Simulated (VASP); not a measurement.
All values below come from PBEsol GGA, VASP's PBE PAW potentials (set 64) (plane waves; VASP 6.6.1).

The input files of a VASP run:

INCAR:
```
ALGO=Normal
EDIFF=1E-7
ENCUT=400
GGA=PS
ISIF=2
ISMEAR=-5
LASPH=.TRUE.
LCHARG=.TRUE.
LMAXMIX=4
LORBIT=11
LREAL=.FALSE.
LWAVE=.FALSE.
NEDOS=601
NELM=100
PREC=Accurate
SYSTEM=InAs
```

File KPOINTS:
```
Automatic mesh
0
G
  12 12 12
```

### POSCAR
```
InAs
3.0448410
  0.0000000000   1.0000001214   1.0000001214
  1.0000001214   0.0000000000   1.0000001214
  1.0000001214   1.0000001214   0.0000000000
In As
1 1
Cartesian
  0.0000000000   0.0000000000   0.0000000000
  0.5000000607   0.5000000607   0.5000000607
```

POTCAR, in this order: In_d As (PBE.64 set). Program: vasp_std.

Unless said otherwise, spin-orbit coupling is left out, though it shifts the bands of the heavy elements here.

Task: Predict the energy per atom (σ→0), band gap (on the k-mesh).

Result: 
```
Item                                                         Value
------------------------  ----------------------------------------
energy per atom (σ→0)                       -409.6 kJ/mol of atoms
band gap (on the k-mesh)  none (metal, semimetal or under 0.01 eV)
```

File OSZICAR:
```
...
DAV:   8    -0.848997136738E+01    0.16421E-02   -0.12733E-02  2332   0.164E+00    0.209E-01
DAV:   9    -0.849021608722E+01   -0.24472E-03   -0.10603E-03  2338   0.414E-01    0.114E-01
DAV:  10    -0.849026731364E+01   -0.51226E-04   -0.12340E-04  2847   0.148E-01    0.762E-02
DAV:  11    -0.849028308751E+01   -0.15774E-04   -0.59776E-05  2037   0.112E-01    0.539E-02
DAV:  12    -0.849028330112E+01   -0.21361E-06   -0.67951E-06  2022   0.209E-02    0.110E-02
DAV:  13    -0.849028334656E+01   -0.45447E-07   -0.12869E-06  2327   0.675E-03    0.704E-03
DAV:  14    -0.849028334081E+01    0.57526E-08   -0.75293E-08  1459   0.309E-03
   1 F= -.84902833E+01 E0= -.84902833E+01  d E =0.000000E+00
```

The structure was generated: InAs was put into the zinc blende type (F-43m), which need not be its known phase. It was relaxed first.
